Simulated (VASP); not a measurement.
# VB4Os (P-6m2) in VASP: a series of runs

One crystal, VB4Os, is run at these levels: PBE; tasks: single point.

Program: VASP 6.6.1. These are calculated values, not measurements. Logs are shortened: lines on timing, memory, paths and dates and some standing lists are left out, and cuts for length are marked.

### Step 1. The structure

It takes space group P-6m2 (No. 187, hexagonal). The conventional cell has a = 2.877 Å, b = 2.877 Å, c = 7.454 Å, α = 90.00°, β = 90.00°, γ = 120.00°. Os (site symmetry -6m2) is surrounded by 8 B at 2.21 to 2.28 Å. Around V (site symmetry -6m2) lie 8 B at 2.17 to 2.25 Å. B (site symmetry 3m) has 3 B at 1.78 Å as nearest neighbours. B (site symmetry 3m) has 3 B at 1.78 Å as nearest neighbours.

The cell comes from a database or a generator and needn't be the stable form of this composition.

### Step 2. Single point, PBE, collinear spin, ferromagnetic start

INCAR

```
SYSTEM = VB4Os
PREC = Accurate
ENCUT = 520
EDIFF = 1E-6
ISMEAR = 0
SIGMA = 0.1
LREAL = .False.
LASPH = .True.
NELM = 120
ALGO = Normal
ISIF = 2
LWAVE = .False.
LCHARG = .True.
ISPIN = 2
MAGMOM = 1 2 0 0 0 0
LORBIT = 11
LMAXMIX = 4
GGA = PE
LELF = .True.
LVHAR = .True.
NBANDS = 32
```

KPOINTS

```
Automatic mesh
0
Gamma
  11 11 4
  0 0 0
```

POSCAR

```
VB4Os
1.0
    2.8774873876      0.0000000000      0.0000000000
   -1.4387436938      2.4919771768      0.0000000000
    0.0000000000      0.0000000000      7.4537050000
Os V B
1 1 4
Direct
    0.3333333333      0.6666666667      0.5000000000
    0.0000000000      0.0000000000      0.0000000000
    0.0000000000      0.0000000000      0.2905160000
    0.3333333333      0.6666666667      0.2030770000
    0.3333333333      0.6666666667      0.7969230000
    0.0000000000      0.0000000000      0.7094840000
```

Potentials or basis: VASP PAW PBE potentials, release 64 (Os_pv, V_sv, B).

The run is started by

```bash
cat potpaw_PBE.64/Os_pv/POTCAR potpaw_PBE.64/V_sv/POTCAR potpaw_PBE.64/B/POTCAR > POTCAR
mpirun -np 1 vasp_std > vasp.out
```

OUTCAR:

```text
SYSTEM = VB4Os
   PREC = Accurate
   ENCUT = 520
   EDIFF = 1E-6
   ISMEAR = 0
   LREAL = .False.
   LASPH = .True.
   NELM = 120
   ISIF = 2
   ISPIN = 2
   LORBIT = 11
   GGA = PE

 ion  position               nearest neighbor table
   1  0.333  0.667  0.500-   4 2.21   5 2.21   3 2.28   6 2.28   3 2.28   6 2.28   3 2.28   6 2.28

   2  0.000  0.000  0.000-   3 2.17   6 2.17   5 2.25   4 2.25   4 2.25   5 2.25   4 2.25   5 2.25

   3  0.000  0.000  0.291-   4 1.78   4 1.78   4 1.78   2 2.17   1 2.28   1 2.28   1 2.28
   4  0.333  0.667  0.203-   3 1.78   3 1.78   3 1.78   1 2.21   2 2.25   2 2.25   2 2.25
   5  0.333  0.667  0.797-   6 1.78   6 1.78   6 1.78   1 2.21   2 2.25   2 2.25   2 2.25
   6  0.000  0.000  0.709-   5 1.78   5 1.78   5 1.78   2 2.17   1 2.28   1 2.28   1 2.28

  LATTYP: Found a hexagonal cell.
 ALAT       =     2.8774873876
 C/A-ratio  =     2.5903519272

  Lattice vectors:

 A1 = (   2.8774873876,   0.0000000000,   0.0000000000)
 A2 = (  -1.4387436938,   2.4919771768,   0.0000000000)
 A3 = (   0.0000000000,   0.0000000000,   7.4537050000)

Analysis of symmetry for initial positions (statically):
=====================================================================
 Subroutine PRICEL returns:
 Original cell was already a primitive cell.

 Routine SETGRP: Setting up the symmetry group for a
 hexagonal supercell.

 Subroutine GETGRP returns: Found 12 space group operations
 (whereof 12 operations were pure point group operations)
 out of a pool of 24 trial point group operations.

The static configuration has the point symmetry D_3h.

Analysis of symmetry for dynamics (positions and initial velocities):
=====================================================================
 Subroutine PRICEL returns:
 Original cell was already a primitive cell.

 Routine SETGRP: Setting up the symmetry group for a
 hexagonal supercell.

 Subroutine GETGRP returns: Found 12 space group operations
 (whereof 12 operations were pure point group operations)
 out of a pool of 24 trial point group operations.

The dynamic configuration has the point symmetry D_3h.

Analysis of structural, dynamic, and magnetic symmetry:
=====================================================================
 Subroutine PRICEL returns:
 Original cell was already a primitive cell.

 Routine SETGRP: Setting up the symmetry group for a
 hexagonal supercell.

 Subroutine GETGRP returns: Found 12 space group operations
 (whereof 12 operations were pure point group operations)
 out of a pool of 24 trial point group operations.

The overall configuration has the point symmetry D_3h.

 Subroutine INISYM returns: Found 12 space group operations
 (whereof 12 operations are pure point group operations),
 and found     1 'primitive' translations

----------------------------------------------------------------------------------------

                                     Primitive cell

  volume of cell :      53.4478

  direct lattice vectors                    reciprocal lattice vectors
     2.877487388  0.000000000  0.000000000     0.347525416  0.200643892  0.000000000
    -1.438743694  2.491977177  0.000000000     0.000000000  0.401287784  0.000000000
     0.000000000  0.000000000  7.453705000     0.000000000  0.000000000  0.134161467

  length of vectors
     2.877487388  2.877487388  7.453705000     0.401287784  0.401287784  0.134161467

  position of ions in fractional coordinates (direct lattice)
     0.333333333  0.666666667  0.500000000
     0.000000000  0.000000000  0.000000000
     0.000000000  0.000000000  0.290516000
     0.333333333  0.666666667  0.203077000
     0.333333333  0.666666667  0.796923000
     0.000000000  0.000000000  0.709484000

  ion indices of the primitive-cell ions
   primitive index   ion index
                 1           1
                 2           2
                 3           3
                 4           4
                 5           5
                 6           6

----------------------------------------------------------------------------------------

 KPOINTS: Automatic mesh

Automatic generation of k-mesh.
 Grid dimensions read from file:
 generate k-points for:   11   11    4

 Generating k-lattice:

  Cartesian coordinates                     Fractional coordinates (reciprocal lattice)
     0.031593220  0.018240354  0.000000000     0.090909091  0.000000000  0.000000000
     0.000000000  0.036480708  0.000000000     0.000000000  0.090909091  0.000000000
     0.000000000  0.000000000  0.033540367     0.000000000  0.000000000  0.250000000

  Length of vectors
     0.036480708  0.036480708  0.033540367

  Shift w.r.t. Gamma in fractional coordinates (k-lattice)
     0.000000000  0.000000000  0.000000000

 Subroutine IBZKPT returns following result:
 ===========================================

 Found     48 irreducible k-points:

 Following reciprocal coordinates:
            Coordinates               Weight
  0.000000  0.000000  0.000000      1.000000
  0.090909 -0.000000  0.000000      6.000000
  0.181818 -0.000000  0.000000      6.000000
  0.272727  0.000000  0.000000      6.000000
  0.363636  0.000000  0.000000      6.000000
  0.454545  0.000000  0.000000      6.000000
[... 16 lines left out ...]
  0.090909  0.090909  0.250000     12.000000
  0.181818  0.090909  0.250000     24.000000
 [... further k-points ...]
   k-points           NKPTS =     48   k-points in BZ     NKDIM =     48   number of bands    NBANDS=     32
   number of dos      NEDOS =    301   number of ions     NIONS =      6
   total plane-waves  NPLWV =  32256
   dimension x,y,z NGX =    24 NGY =   24 NGZ =   56
   dimension x,y,z NGXF=    48 NGYF=   48 NGZF=  112
   ions per type =               1   1   4
   NGX,Y,Z   is equivalent  to a cutoff of  13.87, 13.87, 12.49 a.u.
   NGXF,Y,Z  is equivalent  to a cutoff of  27.73, 27.73, 24.98 a.u.
 SYSTEM =  VB4Os
   PREC   = accura    normal or accurate (medium, high low for compatibility)
   ISTART =      0    job   : 0-new  1-cont  2-samecut
   ICHARG =      2    charge: 1-file 2-atom 10-const
   ISPIN  =      2    spin polarized calculation?
   LNONCOLLINEAR =      F non collinear calculations
   LSORBIT =      F    spin-orbit coupling
   LASPH  =      T    aspherical Exc in radial PAW
   ENCUT  =  520.0 eV  38.22 Ry    6.18 a.u.   5.35  5.35 13.86*2*pi/ulx,y,z
   NELM   =    120;   NELMIN=  2; NELMDL= -5     # of ELM steps
   EDIFF  = 0.1E-05   stopping-criterion for ELM
   LREAL  =      F    real-space projection
   EDIFFG = 0.1E-04   stopping-criterion for IOM
   NSW    =      0    number of steps for IOM
   IBRION =     -1    ionic relax: 0-MD 1-quasi-New 2-CG
   NFREE  =      0    steps in history (QN), initial steepest desc. (CG)
   ISIF   =      2    stress and relaxation
   ISYM   =      2    0-nonsym 1-usesym 2-fastsym
   POTIM  = 0.5000    time-step for ionic-motion
   TEBEG  =    0.0;   TEEND  =   0.0 temperature during run
   PSTRESS=    0.0 pullay stress
   NELECT =      39.0000    total number of electrons
   NUPDOWN=      -1.0000    fix difference up-down
   EMIN   =  10.00;   EMAX   =-10.00  energy-range for DOS
   EFERMI =   0.00;   METHOD = LEGACY
   ISMEAR =     0;   SIGMA  =   0.10  broadening in eV -4-tet -1-fermi 0-gaus
   EFERMI_NEDOS =   21; number of points for ismear=-14 and -15
   IALGO  =     38    algorithm
   IMIX   =      4    mixing-type and parameters
     AMIX     =   0.40;   BMIX     =  1.00
     AMIX_MAG =   1.60;   BMIX_MAG =  1.00
  volume/ion in A,a.u.               =       8.91        60.11
  Fermi-wavevector in a.u.,A,eV,Ry     =   1.473849  2.785172 29.555015  2.172232
  Thomas-Fermi vector in A             =   2.588692
   LORBIT       =     11    0 simple, 1 ext, 2 COOP (PROOUT), +10 PAW based schemes
   GGA     = PE    functional components
   LHFCALC =     F    Hartree Fock is set to
   AEXX    =    0.0000 exact exchange contribution
   IVDW    =     0    specifies the selected vdW correction
   LEPSILON=     F    determine dielectric tensor
   LRPA    =     F    only Hartree local field effects (RPA)
 spin polarized calculation
 Gauss-broadening in eV      SIGMA  =   0.10
  energy-cutoff  :      520.00
  volume of cell :       53.45
 maximum number of plane-waves:      1480
 NGX is ok and might be reduce to    24
   NGX = 11   NGY = 11   NGZ = 27

 number of electron      39.0000003 magnetization      -0.0009130

 number of electron      39.0000003 magnetization       0.0003930

 Free energy of the ion-electron system (eV)
  ---------------------------------------------------
  ext. energy  EPLUGINS =         0.00000000
  ---------------------------------------------------
  free energy    TOTEN  =       -48.84827069 eV

  energy without entropy =      -48.83985031  energy(sigma->0) =      -48.84406050

 E-fermi :   8.3010     XC(G=0): -13.0092

 val. band max:        8.2747532765   @ k =   0.0909  -0.0000   0.5000
 cond. band min:       8.3069139957   @ k =   0.2727   0.0000   0.0000
 fundamental gap:      0.0321607191
 Fermi energy:         8.3009997724

 spin component 1

 k-point     1 :       0.0000    0.0000    0.0000
  band No.  band energies     occupation
      1     -55.4571      1.00000
      2     -38.2691      1.00000
      3     -37.8554      1.00000
      4     -37.8554      1.00000
      5     -29.3247      1.00000
      6     -29.1401      1.00000
[... 23 lines left out ...]
     30      17.2177      0.00000
     31      17.2177      0.00000

 k-point     2 :       0.0909   -0.0000    0.0000
  band No.  band energies     occupation
      1     -55.4531      1.00000
      2     -38.2638      1.00000
      3     -37.8920      1.00000
      4     -37.8642      1.00000
      5     -29.3197      1.00000
      6     -29.1689      1.00000
[... 740 lines left out ...]
 k-point    24 :       0.1818    0.0909    0.2500
  band No.  band energies     occupation
      1     -55.4328      1.00000
      2     -38.2376      1.00000
      3     -38.0624      1.00000
      4     -37.9149      1.00000
      5     -29.3034      1.00000
      6     -29.2950      1.00000
[... 23 lines left out ...]
     30      18.1449      0.00000
     31      18.4346      0.00000

 [... further k-points ...]

 spin component 2

 k-point     1 :       0.0000    0.0000    0.0000
  band No.  band energies     occupation
      1     -55.4575      1.00000
      2     -38.2691      1.00000
      3     -37.8554      1.00000
      4     -37.8554      1.00000
      5     -29.3250      1.00000
      6     -29.1404      1.00000
[... 23 lines left out ...]
     30      17.2179      0.00000
     31      17.2179      0.00000

 k-point     2 :       0.0909   -0.0000    0.0000
  band No.  band energies     occupation
      1     -55.4534      1.00000
      2     -38.2638      1.00000
      3     -37.8920      1.00000
      4     -37.8642      1.00000
      5     -29.3200      1.00000
      6     -29.1692      1.00000
[... 740 lines left out ...]
 k-point    24 :       0.1818    0.0909    0.2500
  band No.  band energies     occupation
      1     -55.4331      1.00000
      2     -38.2376      1.00000
      3     -38.0624      1.00000
      4     -37.9149      1.00000
      5     -29.3037      1.00000
      6     -29.2953      1.00000
[... 23 lines left out ...]
     30      18.1451      0.00000
     31      18.4348      0.00000

 [... further k-points ...]

 [bands above 31 left out]

------------------------ aborting loop because EDIFF is reached ----------------------------------------

  FORCE on cell =-STRESS in cart. coord.  units (eV):
  Direction    XX          YY          ZZ          XY          YZ          ZX
  --------------------------------------------------------------------------------------
  -------------------------------------------------------------------------------------
  Total       -0.0061871     -0.0061871     -0.0744770     -0.0000000      0.0000000      0.0000000
  in kB       -0.1854671     -0.1854671     -2.2325592     -0.0000000      0.0000000      0.0000000
  external PRESSURE =      -0.8678311 kB  Pullay stress =       0.0000000 kB

 VOLUME and BASIS-vectors are now :
 -----------------------------------------------------------------------------
  energy-cutoff  :      520.00
  volume of cell :       53.45
      direct lattice vectors                 reciprocal lattice vectors
     2.877487388  0.000000000  0.000000000     0.347525416  0.200643892  0.000000000
    -1.438743694  2.491977177  0.000000000     0.000000000  0.401287784  0.000000000
     0.000000000  0.000000000  7.453705000     0.000000000  0.000000000  0.134161467

 POSITION                                       TOTAL-FORCE (eV/Angst)
 -----------------------------------------------------------------------------------
     -0.00000      1.66132      3.72685        -0.000000      0.000000     -0.000000
      0.00000      0.00000      0.00000        -0.000000      0.000000     -0.000000
      0.00000      0.00000      2.16542        -0.000000     -0.000000      0.060636
     -0.00000      1.66132      1.51368         0.000000      0.000000     -0.012281
     -0.00000      1.66132      5.94003         0.000000      0.000000      0.012281
      0.00000      0.00000      5.28828         0.000000     -0.000000     -0.060636
 -----------------------------------------------------------------------------------
    total drift:                                0.000000     -0.000000     -0.000000

  FREE ENERGIE OF THE ION-ELECTRON SYSTEM (eV)
  ---------------------------------------------------
  free  energy   TOTEN  =       -48.8482706913 eV

  energy  without entropy=      -48.8398503114  energy(sigma->0) =      -48.84406050

 total charge

# of ion       s       p       d       tot
------------------------------------------
    1        0.500   6.603   5.691  12.795
    2        2.273   6.300   3.148  11.721
    3        0.695   1.256   0.000   1.950
    4        0.704   1.264   0.000   1.967
    5        0.704   1.264   0.000   1.967
    6        0.695   1.256   0.000   1.950
--------------------------------------------------
tot          5.570  17.943   8.839  32.352

 magnetization (x)

# of ion       s       p       d       tot
------------------------------------------
    1        0.000   0.000   0.000   0.000
    2       -0.000  -0.000  -0.000  -0.000
    3        0.000   0.000   0.000   0.000
    4        0.000   0.000   0.000   0.000
    5        0.000   0.000   0.000   0.000
    6        0.000   0.000   0.000   0.000
--------------------------------------------------
tot          0.000   0.000  -0.000  -0.000
```

Wall time 85 s (1 thread of Intel Xeon 6975P-C (Granite Rapids), shared host); peak memory 0.28 GiB.

What came out:

```
Free energy                                           : -48.8483 eV
Pressure                                              : -0.1 GPa
Largest force                                         : 0.061 eV/Å
Band gap on the k mesh                                : none (metal or under the smearing width)
Net moment                                            : 0.00 μB per cell
Valence electrons inside the program's atomic spheres : Os 12.79; V 11.72; B 1.95, 1.97
```

Forces in eV/Å, atoms in the order of the input:
```
Os   0.000  0.000  0.000
V    0.000  0.000  0.000
B    0.000  0.000  0.061
B    0.000  0.000 -0.012
B    0.000  0.000  0.012
B    0.000  0.000 -0.061
```

Levels at points of the mesh, in eV from the Fermi level:
Spin up:
```
           k point  band 16  band 17  band 18  band 19  band 20  band 21  band 22  band 23
(0.00, 0.00, 0.00)    -2.26    -2.15    -0.20    -0.20     0.76     0.76     2.42     2.42
(0.00, 0.00, 0.50)    -2.22    -1.86     0.09     0.09     0.18     0.18     3.34     3.34
```
Spin down:
| k point | band 15 | band 16 | band 17 | band 18 | band 19 | band 20 | band 21 | band 22 | band 23 | band 24 |
| --- | --- | --- | --- | --- | --- | --- | --- | --- | --- | --- |
| (0.00, 0.00, 0.00) | -2.26 | -2.26 | -2.15 | -0.20 | -0.20 | 0.76 | 0.76 | 2.42 | 2.42 | 4.40 |
| (0.00, 0.00, 0.50) | -2.22 | -2.22 | -1.86 | 0.09 | 0.09 | 0.18 | 0.18 | 3.34 | 3.34 | 3.60 |

The run has no spin-orbit coupling, so splittings on Os are missing.

(Part 1 of 2 ends here.)
